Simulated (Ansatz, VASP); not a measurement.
# SiSeS (1T-SiSSe monolayer) in two plane-wave programs, part 2 of 2

One calculation is typed for both programs; each brings its own data sets. How far apart do they land? Of the first pair: The structure shown is the start of the Ansatz relaxation below; VASP solves that cell, so the two are compared at the walk's first step.

VASP 6.6.1 and Ansatz 0.2.0.

So far. Step 4 (Differences): The forces differ by 18 meV/Å r.m.s., which is 0.7 % of the r.m.s. force of 2.776 eV/Å (both taken over all components). With vacuum in the cell, a pressure given here is an average over mostly empty space and none of the material.

## Step 5: Ansatz: relaxation, PBE with D3(BJ)

Level of this step: Ansatz beside VASP: Kohn-Sham DFT, plane waves, PBE with D3(BJ) (Ansatz).

This run makes the geometry at which the two programs are then compared.

The structure compared here is the end of the Ansatz relaxation.

input.yaml reads:

```yaml
crystal:
  lattice:
    - [3.405, 0.0, 0.0]
    - [-1.7025, 2.9488164999, 0.0]
    - [0.0, 0.0, 34.8236433981]
  atoms:
    - { symbol: Se, position: [0.6666666667, 0.3333333333, 0.4723802105] }
    - { symbol: Si, position: [0.0, 0.0, 0.5019353089] }
    - { symbol: S, position: [0.3333333333, 0.6666666667, 0.5276197895] }
  periodic: [true, true, false]
kpoints:
  mp_grid: { grid: [12, 12, 1] }
hamiltonian:
  xc: pbe
  dispersion: d3bj
scf:
  occupations: { method: fermi_dirac, width: 0.05 }
  convergence: { dr2_threshold: 1.0e-09 }
relax:
  f_tol: 0.004
  max_steps: 90
  cell: {}
output:
  write_potential: true
  write_density: true
  volumetric_format: npy
```

Command:

```
ansatz run input.yaml --threads 2 --pin off --max-ram 3072MiB --backend cpu --events-out ev --progress --plain --runs-dir out
```

Numbers of over 12 decimals in the logs are rounded to 6 here.

What it wrote:

```text
[...]
Crystal: 3 atoms, lattice volume = 349.654 Å³
Basis set: ecut = 420 eV, 6861 PW (Γ), exchange–correlation on 48×48×480 points (8 copies of the dense FFT grid, shifted against one another)
Bands: 17, of which v1, the nominal top of the filled ones, is band 13 counted from 1 (12 counted from 0)
Symmetry: 6 space group operations
[...]
the weakly bound empty levels are not read free of the cell's end (no_gap_told)
--- Relaxed structure (8 steps of the walk, 8 accepted, 1 SCFs on fresh bases) ---
[...]
cell:  # Å, volume = 343.4610 Å³
    - [3.374709, -2.2420017545078948e-18, 0]
    - [-1.687354, 2.922584, 0]
    - [0, 0, 34.8236433981]
  atoms:
    - { symbol: Se, position: [0.666667, 0.333333, 0.460268] }
    - { symbol: Si, position: [0, 0, 0.502118] }
    - { symbol: S, position: [0.333333, 0.666667, 0.539549] }
[key lines of the parts left out:]
SCF converged after 5 iterations
Free energy (F): -7008.986512 eV
Fermi energy:    -5.382200 eV
P = ½ c Tr σ = -0.0039 N/m
```

## Step 6: VASP: single point, PBE with D3(BJ), relaxed cell, pair 2

The same cell, functional, mesh and smearing now go to VASP, with its own data sets.

INCAR reads:

```
SYSTEM = SiSeS
PREC = Accurate
ENCUT = 400
EDIFF = 1E-06
NELM = 120
ISMEAR = -1
SIGMA = 0.05
LREAL = .FALSE.
ALGO = Normal
GGA = PE
IVDW = 12
NBANDS = 14
LORBIT = 11
LWAVE = .FALSE.
LCHARG = .FALSE.
ISIF = 2
LDIPOL = .TRUE.
IDIPOL = 3
DIPOL = 0.5 0.5 0.501
LVHAR = .TRUE.
LASPH = .TRUE.
GGA_COMPAT = .FALSE.
EFERMI = MIDGAP
NELMDL = -8
```

POSCAR reads:

```
SiSeS
1.0
    3.3747087652      0.0000000000      0.0000000000
   -1.6873543826      2.9225835210      0.0000000000
    0.0000000000      0.0000000000     34.8236433981
Se Si S
1 1 1
Direct
    0.6666666667      0.3333333333      0.4602684451
    0.0000000000      1.0000000000      0.5021176025
    0.3333333334      0.6666666666      0.5395492613
```

KPOINTS reads:

```
Automatic mesh
0
Gamma
12 12 1
0 0 0
```

The projector-augmented-wave data sets are Se, Si and S (PBE family, release 64).

Command:

```
mpirun -np 1 vasp_std
```

What it wrote:

```text
[... set-up lines as in an earlier step ...]
 entering main loop
       N       E                     dE             d eps       ncg     rms          rms(c)
DAV:   1     0.119730207175E+03    0.11973E+03   -0.39700E+03   540   0.618E+02
DAV:   2    -0.350389334145E+00   -0.12008E+03   -0.10866E+03   968   0.125E+02
DAV:   3    -0.140945130024E+02   -0.13744E+02   -0.13525E+02   718   0.592E+01
DAV:   4    -0.144792598291E+02   -0.38475E+00   -0.38305E+00   730   0.119E+01
[...]
DAV:  23    -0.142753279696E+02   -0.29680E-05   -0.45246E-08   578   0.725E-04    0.237E-04
DAV:  24    -0.142753298281E+02   -0.18584E-05   -0.35587E-08   494   0.513E-04    0.143E-04
DAV:  25    -0.142753304102E+02   -0.58213E-06   -0.96391E-09   566   0.280E-04
   1 F= -.15071328E+02 E0= -.15071279E+02  d E =-.985395E-04
```

From OUTCAR (step 6):

```text
 Edisp (eV)   -0.79600

  Total      -0.02021    -0.02021    -0.00409     0.00000    -0.00000     0.00000
  in kB      -0.09429    -0.09429    -0.01908     0.00000    -0.00000     0.00000
  external pressure =       -0.07 kB  Pullay stress =        0.00 kB

 POSITION                                       TOTAL-FORCE (eV/Angst)
 -----------------------------------------------------------------------------------
      1.68735      0.97419     16.02822         0.000000     -0.000000     -0.021132
      0.00000      0.00000     17.48556        -0.000000      0.000000      0.034226
      0.00000      1.94839     18.78907         0.000000      0.000000     -0.013095
 -----------------------------------------------------------------------------------
    total drift:                               -0.000000      0.000000     -0.000013

  FREE ENERGIE OF THE ION-ELECTRON SYSTEM (eV)
  ---------------------------------------------------
  free  energy   TOTEN  =       -15.0713280859 eV

  energy  without entropy=      -15.0712295465  energy(sigma->0) =      -15.07127882

[... 1 part as in an earlier step ...]

[... 2 further parts left out ...]
[key lines of the parts left out:]
E-fermi :  -3.5294
```

## Step 7: Comparison

What differs besides the data sets and the points named for the pairs above, as far as they apply: the data sets hold 26 valence electrons in Ansatz (on its default PAW (the set named soft_2) files) and 16 in VASP. Total energies have different zeros and are not compared.

The two programs side by side:

| quantity | Ansatz | VASP | difference |
| --- | --- | --- | --- |
| gap on the k mesh (eV) | 0.634 | 0.630 | +0.004 |

At this near-relaxed geometry the largest component of a force difference is 34 meV/Å. A gap on the mesh is an upper bound, since the band edges may lie between its points. With vacuum in the cell, a pressure given here is an average over mostly empty space and none of the material.

## Step 8: Other set-ups

Further runs change the set-up of one program: Ansatz's method, potentials or start, or VASP's data sets, cutoff or form of LDA. The table gives Ansatz less VASP for each quantity, since a change that brings one quantity closer may part another.

| run | r.m.s. force difference (meV/Å) | gap on the k mesh (eV) |
| --- | --- | --- |
| as above | 14 | 0.0042 |
| VASP with the data sets Se, Si_sv_GW and S and a cutoff of 720 eV | 18 | -0.0015 |

## Step 9: Results

| Quantity | Value |
| --- | --- |
| r.m.s. force difference (single point, PBE with D3(BJ), start cell, pair 1) | 0.66 % of the r.m.s. force |
| r.m.s. force difference (single point, PBE with D3(BJ), relaxed cell, pair 2) | 14 meV/Å |

**Reading.** The r.m.s. force difference is 14 meV/Å (single point, PBE with D3(BJ), relaxed cell, pair 2), beyond the 12 meV/Å picked in this series as the mark of a large difference. The data sets hold unlike numbers of valence electrons (26 in Ansatz and 16 in VASP), so part of the differences comes from the potentials. Single point, PBE with D3(BJ), relaxed cell, pair 2, VASP with the data sets Se, Si_sv_GW and S and a cutoff of 720 eV: r.m.s. force difference goes from 14 to 18 meV/Å; the difference in gap on the k mesh goes from 0.0042 to -0.0015 eV. How closely two codes agree says nothing of how well the functional describes the real material.

[Lines on the potential files, build, host, timing and source positions are cut from VASP's logs without a mark.]

[Logs are printed without paths, hosts, clocks, repeated set-up lines and the standing remarks that a program may print on its own settings, such as how far it seeks lower states.]

[Hosts, paths, dates, database ids (printed as entryN), source tags and the programs' standing remarks are cut or masked in the printed files.]
